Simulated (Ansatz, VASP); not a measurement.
# Cross-check of GaN between VASP and Ansatz

Aim: how closely do two programs agree when they are given the same cell, functional and k mesh? The structure shown comes from an earlier Ansatz run, which isn't shown and may have moved the atoms alone.

Main program and level: Ansatz 0.2.0; plane waves, with VASP 6.6.1 beside it; elastic constants at PBE.

## (1) The structure

The structure is hexagonal, space group P6_3mc (No. 186). Conventional cell: a = 3.219 Å, b = 3.219 Å, c = 5.243 Å, α = 90.00°, β = 90.00°, γ = 120.00°. Nearest to Ga lie 4 N at 1.97 to 1.98 Å. N has 4 Ga at 1.97 to 1.98 Å nearest. Farther neighbours and most contacts between anions are not listed.

## (2) Ansatz: elastic constants, PBE

Ansatz runs on its PAW soft_1 files.

Elastic constants are differences of stresses under small strains, so they test the stress and the mesh.

The input, input.yaml:

```yaml
crystal:
  lattice:
    - [3.2186435196, 0.0, 0.0]
    - [-1.6093217598, 2.7874270537, 0.0]
    - [0.0, 0.0, 5.2434235612]
  atoms:
    - { symbol: Ga, position: [0.3333333333, 0.6666666667, -0.0008673894] }
    - { symbol: Ga, position: [0.6666666667, 0.3333333333, 0.4991326106] }
    - { symbol: "N", position: [0.3333333333, 0.6666666667, 0.3758673894] }
    - { symbol: "N", position: [0.6666666667, 0.3333333333, 0.8758673894] }
kpoints:
  mp_grid: { grid: [9, 9, 6] }
hamiltonian:
  xc: pbe
  pseudopotentials: { kind: paw, azcp: { folder: soft_1 } }
scf:
  occupations: { method: fixed }
output:
  forces: true
  stress: true
  eigenvalues: true
elastic:
  mode: relaxed_ion
  stencil: two_point
basis:
  ecutwfc: 320
```

Started as:

```bash
$ ansatz run input.yaml --threads 4 --pin off --max-ram 8192MiB --backend cpu --events-out ev --progress --plain --runs-dir out
```

Numbers of over 12 decimals in the logs are rounded to 6 here.

The log of the run:

```text
Warning: basis.ecutwfc = 320 eV is below the records' recommended 420 eV, and the density's cutoff is lower with it unless basis.ecutrho_ratio is high enough to keep the records' density cutoff: compare with a run at a higher cutoff
Engine: ansatz 0.2.0, x86_64-unknown-linux-gnu
Pseudopotentials: kind: paw
Pseudopotential: Ga, paw, valence charge 13, recommended cutoff 420 eV (normal), soft_1/Ga.paw.azcp
Pseudopotential: N, paw, valence charge 5, recommended cutoff 420 eV (normal), soft_1/N.paw.azcp
Functional definition: PBE
  parameter kappa = 0.804
  parameter beta = 0.066725
  exchange = pbe_x(kappa = kappa, mu = beta*pi^2/3)
  correlation = pbe_c(beta = beta)
Crystal: 4 atoms, lattice volume = 47.043 Å³
Basis set: ecut = 320 eV, 615 PW (Γ), exchange–correlation on 40×40×64 points (8 copies of the dense FFT grid, shifted against one another)
Bands: 22, of which v1, the nominal top of the filled ones, is band 18 counted from 1 (17 counted from 0)
Symmetry: 12 space group operations
Space group: P63mc (ITA 186), of the structure as read, at distance tolerance 3.6e-5 Å
k-points: 48 of 486 (time reversal used)
Non-local potential: Ga, projectors of the file, l = 0: 2, l = 1: 2, l = 2: 3, l = 3: 1
Non-local potential: N, projectors of the file, l = 0: 2, l = 1: 2, l = 2: 1
PAW form: soft (Blöchl's): semilocal exchange-correlation on the pseudo side does not see the compensation charge
PAW one-centre angular grid: Ga, 590 points (default); XC on 64 Gauss nodes
PAW one-centre angular grid: N, 110 points (default); XC on 64 Gauss nodes
Initial density: superposition of atomic densities (chi_scale 0.1, normalization cell, long waves kept (reshape's long-wave potential 0.00 eV rms))
Initial wavefunctions: pseudopotential atomic-orbital guess
Functional: x = pbe(κ = 0.804, μ = 0.219515), c = pbe(β = 0.066725)
SCF iter   1: F=—  HF=-8336.863622 eV  |F-HF|=—  |Δ(HF+E_count)|=         —  Δρ=1.08e-1  dr2=4.72e0  ethr=3.10e-3  ⟨swp⟩=4.0  Hψ=3644  notcnv=0  defer=25
preconditioner: auto → Resta (q_TF=auto, 2.609 Å⁻¹)  ε∞=4.8  [insulator: Δε(μ)=2.491 eV  Ē_g=16.673 eV  n_scr=22 (ndim 8)  ℏωp=32.5 eV  f_vac=0.000  ε∞_Penn≈4.8]
SCF iter   2: F=—  HF=-8335.702582 eV  |F-HF|=—  |Δ(HF+E_count)|=    1.16e0  Δρ=4.71e-2  dr2=5.46e-1  ethr=3.10e-3  ⟨swp⟩=2.0  Hψ=2108  notcnv=0  defer=44
SCF iter   3: F=—  HF=-8335.608308 eV  |F-HF|=—  |Δ(HF+E_count)|=   9.43e-2  Δρ=1.73e-2  dr2=1.07e-1  ethr=1.52e-3  ⟨swp⟩=2.0  Hψ=1171  notcnv=0  defer=91
SCF iter   4: F=—  HF=-8335.593036 eV  |F-HF|=—  |Δ(HF+E_count)|=   1.53e-2  Δρ=3.38e-3  dr2=6.68e-3  ethr=2.98e-4  ⟨swp⟩=3.0  Hψ=2011  notcnv=0  defer=93
SCF iter   5: F=—  HF=-8335.592393 eV  |F-HF|=—  |Δ(HF+E_count)|=   6.44e-4  Δρ=2.66e-3  dr2=2.01e-3  ethr=1.86e-5  ⟨swp⟩=2.0  Hψ=2008  notcnv=0  defer=93
SCF iter   6: F=—  HF=-8335.593750 eV  |F-HF|=—  |Δ(HF+E_count)|=   1.36e-3  Δρ=6.79e-4  dr2=1.82e-4  ethr=5.59e-6  ⟨swp⟩=2.9  Hψ=2019  notcnv=0  defer=93
SCF iter   7: F=—  HF=-8335.593921 eV  |F-HF|=—  |Δ(HF+E_count)|=   1.71e-4  Δρ=1.13e-4  dr2=7.10e-6  ethr=5.05e-7  ⟨swp⟩=2.5  Hψ=1997  notcnv=0  defer=83
SCF iter   8: F=—  HF=-8335.593932 eV  |F-HF|=—  |Δ(HF+E_count)|=   1.14e-5  Δρ=1.58e-5  dr2=1.02e-7  ethr=1.97e-8  ⟨swp⟩=2.0  Hψ=1912  notcnv=0
SCF iter   9: F=—  HF=-8335.593932 eV  |F-HF|=—  |Δ(HF+E_count)|=   1.83e-7  Δρ=2.18e-6  dr2=2.49e-9  ethr=2.83e-10  ⟨swp⟩=2.4  Hψ=1880  notcnv=0
SCF iter  10: F=—  HF=-8335.593932 eV  |F-HF|=—  |Δ(HF+E_count)|=   2.26e-9  Δρ=4.94e-7  dr2=8.17e-11  ethr=6.92e-12  ⟨swp⟩=2.4  Hψ=1831  notcnv=0
SCF iter  11: F=—  HF=-8335.593932 eV  |F-HF|=—  |Δ(HF+E_count)|=  8.00e-11  Δρ=7.19e-8  dr2=1.85e-12  ethr=2.27e-13 (applied; sched 1.00e-12)  ⟨swp⟩=2.0  Hψ=1910  notcnv=0
SCF iter  12: F=—  HF=-8335.593932 eV  |F-HF|=—  |Δ(HF+E_count)|=  1.82e-12  Δρ=1.62e-8  dr2=1.19e-13  ethr=5.13e-15 (applied; sched 1.00e-12)  ⟨swp⟩=2.2  Hψ=1787  notcnv=0
SCF iter  13: F=-8335.593932 eV  HF=-8335.593932 eV  |F-HF|=1.82e-12  |Δ(HF+E_count)|=    0.00e0  Δρ=3.70e-9  dr2=4.05e-15  ethr=1.00e-12  ⟨swp⟩=4.9  Hψ=4007  notcnv=0
SCF 1 converged in 13 iterations: F = -8335.593932 eV  dr2 = 4.05e-15
  greatest PAW one-centre occupation: 0.995 electrons in one spin orbital (limit 2), on the Ga atom at site 0 (counted from 0), in its partial waves of l = 2
relax step   1: F+E_penalty+E_count = -8335.59393242 eV  Δ(F+E_penalty+E_count) = +0.000e0 eV  max|allowed force component| = 6.112e-5 eV/Å  Δτ_max = 0.0000 Å  (13 SCF iters, accepted)
[...]
relax step   3: F+E_penalty+E_count = -8335.59388629 eV  Δ(F+E_penalty+E_count) = -1.200e-7 eV  max|allowed force component| = 1.634e-4 eV/Å  Δτ_max = 0.0001 Å  (9 SCF iters, accepted)
[...]
relax step   4: F+E_penalty+E_count = -8335.59388629 eV  Δ(F+E_penalty+E_count) = -2.225e-9 eV  max|allowed force component| = 1.983e-5 eV/Å  Δτ_max = 0.0000 Å  (7 SCF iters, accepted)
iter 1 solved again at ethr=1.00e-12 eV; its pass at ethr=3.10e-3 eV (dr2=3.06e-10 eV) is discarded
SCF iter   1: F=—  HF=-8335.593886 eV  |F-HF|=—  |Δ(HF+E_count)|=         —  Δρ=1.51e-6  dr2=3.28e-10  ethr=1.00e-12  ⟨swp⟩=2.0  Hψ=14080  notcnv=0  defer=1
SCF iter   2: F=—  HF=-8335.593886 eV  |F-HF|=—  |Δ(HF+E_count)|=   4.79e-7  Δρ=7.70e-7  dr2=1.02e-10  ethr=9.12e-13 (applied; sched 1.00e-12)  ⟨swp⟩=3.0  Hψ=7843  notcnv=0  defer=1
SCF iter   3: F=—  HF=-8335.593886 eV  |F-HF|=—  |Δ(HF+E_count)|=  7.28e-12  Δρ=4.80e-7  dr2=3.52e-11  ethr=2.84e-13 (applied; sched 1.00e-12)  ⟨swp⟩=2.0  Hψ=5563  notcnv=0  defer=1
SCF iter   4: F=—  HF=-8335.593886 eV  |F-HF|=—  |Δ(HF+E_count)|=  1.46e-11  Δρ=3.21e-7  dr2=1.46e-11  ethr=9.77e-14 (applied; sched 1.00e-12)  ⟨swp⟩=1.0  Hψ=3080  notcnv=0  defer=1
SCF iter   5: F=—  HF=-8335.593886 eV  |F-HF|=—  |Δ(HF+E_count)|=  7.28e-12  Δρ=2.31e-7  dr2=7.51e-12  ethr=4.06e-14 (applied; sched 1.00e-12)  ⟨swp⟩=1.0  Hψ=3080  notcnv=0  defer=1
SCF iter   6: F=—  HF=-8335.593886 eV  |F-HF|=—  |Δ(HF+E_count)|=  3.64e-12  Δρ=1.62e-7  dr2=3.78e-12  ethr=2.08e-14 (applied; sched 1.00e-12)  ⟨swp⟩=1.0  Hψ=3080  notcnv=0  defer=1
SCF iter   7: F=—  HF=-8335.593886 eV  |F-HF|=—  |Δ(HF+E_count)|=  3.64e-12  Δρ=1.37e-7  dr2=2.69e-12  ethr=1.05e-14 (applied; sched 1.00e-12)  ⟨swp⟩=1.0  Hψ=3080  notcnv=0  defer=1
SCF iter   8: F=—  HF=-8335.593886 eV  |F-HF|=—  |Δ(HF+E_count)|=    0.00e0  Δρ=9.08e-8  dr2=1.19e-12  ethr=7.48e-15 (applied; sched 1.00e-12)  ⟨swp⟩=1.0  Hψ=3080  notcnv=0  defer=1
SCF iter   9: F=—  HF=-8335.593886 eV  |F-HF|=—  |Δ(HF+E_count)|=    0.00e0  Δρ=6.18e-8  dr2=5.46e-13  ethr=3.31e-15 (applied; sched 1.00e-12)  ⟨swp⟩=1.0  Hψ=3080  notcnv=0  defer=1
SCF iter  10: F=-8335.593886 eV  HF=-8335.593886 eV  |F-HF|=0.00e0  |Δ(HF+E_count)|=  3.64e-12  Δρ=4.25e-10  dr2=1.05e-16  ethr=1.00e-12  ⟨swp⟩=2.2  Hψ=10516  notcnv=0
SCF 30 converged in 10 iterations: F = -8335.593886 eV  dr2 = 1.05e-16
SCF converged after 10 iterations
Free energy (F): -8335.593932 eV
Harris-Foulkes:  -8335.593932 eV  (|F-HF|=3.64e-12)
Internal energy: -8335.593932 eV  (E = F + TS)
E sigma→0 (E₀):  -8335.593932 eV
Fermi energy:    9.232399 eV
--- Per-component energies (eV) ---
  E_band       = -25.200757
  E_kinetic    = 480.615673
  E_local      = -2879.740197  (includes V_loc(G=0)·N_el)
  E_nonlocal   = -108.906748
  E_hartree    = 1810.080847
  E_xc         = -244.234332
  E_vxc        = -261.335658  (∫ρ·V_xc dr)
  E_paw        = -4250.723291  (= ΣΔE_a)
  E_vpaw       = -876.004011  (= ΣTr[D̂ρ^β])
  E_aug_tail   = 0.008488  (compensation charges beyond the density's cutoff)
  E_ewald      = -3142.694373
  E_smearing   = -0.000000  (= −TS)
  E_closure    = 0.000000  (closes the sum)
  Σ components = -8335.593932   (vs F -8335.593932, Δ=0.00e0)
--- Forces (eV/Å), atoms counted from 1 ---
  atom   1  Ga     0.00000000     0.00000000    -0.00004315
  atom   2  Ga    -0.00000000    -0.00000000    -0.00004315
  atom   3  N     -0.00000000    -0.00000000     0.00004338
  atom   4  N      0.00000000     0.00000000     0.00004338
  max |Σ_I F_I| component: 4.43e-7 eV/Å
--- Stress (GPa, compression-positive) ---
       -0.279158       0.000000       0.000000
        0.000000      -0.279158       0.000000
        0.000000       0.000000      -0.275402
  P = ⅓ Tr σ = -0.2779 GPa (-2.779 kbar)
--- Band table (eV; the first three rows and the last of 48) ---
  k-point 0: bands = [... 14 lower, 8.2517, 9.2021, 9.2324, 9.2324, 10.9369, 13.3035, 18.2941, 18.9888]
  k-point 1: bands = [... 14 lower, 8.3167, 8.3753, 9.1662, 9.1662, 11.6470, 13.3580, 18.0974, 19.0230]
  k-point 2: bands = [... 14 lower, 8.4889, 8.4889, 8.9777, 8.9777, 12.6437, 13.4438, 17.6883, 18.1185]
  k-point 47: bands = [... 14 lower, 5.2121, 5.2121, 7.8237, 7.8237, 15.4672, 15.4672, 16.4942, 16.4942]
--- Elastic constants: 3 strain directions × 2 members + reference (group order 12) ---
  dense FFT box of the reference and of every strained cell: 20×20×32
  strains applied: 11, 33, 23; error gains: componentwise 1.00 (the most a stress slope's error grows in a printed constant), spectral 1.41 (1 for all six strains in a standard setting)
  reference relaxed by the batch: 2 steps; max|allowed force component| 6.11e-5 eV/Å at the deck's positions, 4.33e-5 at the last accepted step, 4.33e-5 by the solve of record
  largest displacement 8.4e-7 Å; the constants are those of the deck's cell at these positions:
  atoms:
    - { symbol: Ga, position: [0.333333, 0.666667, -0.00086755] }
    - { symbol: Ga, position: [0.666667, 0.333333, 0.499132] }
    - { symbol: N, position: [0.333333, 0.666667, 0.375868] }
    - { symbol: N, position: [0.666667, 0.333333, 0.875868] }
  C = ∂σ_k/∂η_j (tension-positive GPa; Voigt order 11 22 33 23 13 12):
       324.805    112.304     78.123      0.000      0.000      0.000
       112.304    324.805     78.123      0.000      0.000     -0.000
        79.250     79.250    352.309      0.000      0.000     -0.000
        -0.000      0.000      0.000     90.677      0.000      0.000
         0.000     -0.000     -0.000      0.000     90.677      0.000
         0.000     -0.000      0.000      0.000      0.000    106.251
  reference stress σ⁰ (GPa):      0.279      0.279      0.275     -0.000     -0.000     -0.000
  C* (energy form; C + prestress term) asymmetry max|C*_kj − C*_jk| = 1.123e0 GPa — a small one proves nothing (zero by symmetry where the batch's group is 432, −43m or m−3m); a large one is finite-difference/SCF noise where every solve meets its electron count
  moduli (Voigt/Reuss/Hill, GPa): K = 171.25/171.24/171.25   G = 106.34/103.87/105.11   E = 261.76   ν = 0.245
  mechanically stable: yes (min eigenvalue of sym C = 90.68 GPa)
  strain η (Voigt 11):  stress-route row diagonal C_11 = 324.81 GPa, energy-path curvature d²(F+E_count+ΔE)/dδ²/Ω₀ = 305.84 GPa
         δ    σ_11 (GPa)             F (eV)   n_scf  n_hpsi   n_pw
    -2.000e-3      -0.3786       -8335.5936929      10   40951    628   relax 4 steps, max|allowed force component| 5.58e-6 eV/Å
     2.000e-3       0.9206       -8335.5938229      10   41181    628   relax 3 steps, max|allowed force component| 1.76e-6 eV/Å
  strain η (Voigt 33):  stress-route row diagonal C_33 = 352.31 GPa, energy-path curvature d²(F+E_count+ΔE)/dδ²/Ω₀ = 339.26 GPa
         δ    σ_33 (GPa)             F (eV)   n_scf  n_hpsi   n_pw
    -2.000e-3      -0.4254       -8335.5948208      10   19750    628   relax 3 steps, max|allowed force component| 8.89e-7 eV/Å
     2.000e-3       0.9839       -8335.5934040      10   19648    628   relax 3 steps, max|allowed force component| 1.19e-6 eV/Å
  strain η (Voigt 23):  stress-route row diagonal C_44 = 90.68 GPa, energy-path curvature d²(F+E_count+ΔE)/dδ²/Ω₀ = 83.66 GPa
         δ    σ_23 (GPa)             F (eV)   n_scf  n_hpsi   n_pw
    -2.000e-3      -0.1814       -8335.5938863      10   57231    628   relax 4 steps, max|allowed force component| 6.31e-6 eV/Å
     2.000e-3       0.1814       -8335.5938863      10   57596    628   relax 4 steps, max|allowed force component| 1.98e-5 eV/Å
```

(Continued in part 2 of 2.)

[Lines on the potential files, build, host, timing and source positions are cut from VASP's logs without a mark.]

[Logs are printed without paths, hosts, clocks, repeated set-up lines and the standing remarks that a program may print on its own settings, such as how far it seeks lower states.]

[Hosts, paths, dates, database ids (printed as entryN), source tags and the programs' standing remarks are cut or masked in the printed files.]
